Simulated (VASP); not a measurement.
```
CELL_PARAMETERS angstrom
      0.00000     2.42459     2.42459
      2.42459     0.00000     2.42459
      2.42459     2.42459     0.00000
ATOMIC_POSITIONS crystal
  Be 0.00000 0.00000 0.00000
  S  0.25000 0.25000 0.25000
```

Calculation: AM05 GGA, VASP's PBE PAW potentials (set 64) (plane waves; VASP). Numerical set-up: 520 eV cut-off, Gaussian smearing of 0.050 eV, potentials Be S.

Problem. Give the energies of bands 2 to 7 at the high-symmetry points, in eV from the valence-band maximum.

Solution. 
```csv
band,Γ,X,U,L,W
2,0.00,-5.05,-4.58,-5.84,-4.27
3,0.00,-2.67,-4.15,-1.04,-3.92
4,0.00,-2.67,-2.22,-1.04,-3.40
5,5.61,3.00,4.27,5.44,6.39
6,5.61,4.86,7.47,6.49,8.05
7,5.61,12.75,10.51,6.49,8.37
```

The gap is indirect, 3.00 eV, from the valence maximum at Γ to the conduction minimum at X.

The compound is BeS in the zinc blende structure. It was relaxed first.
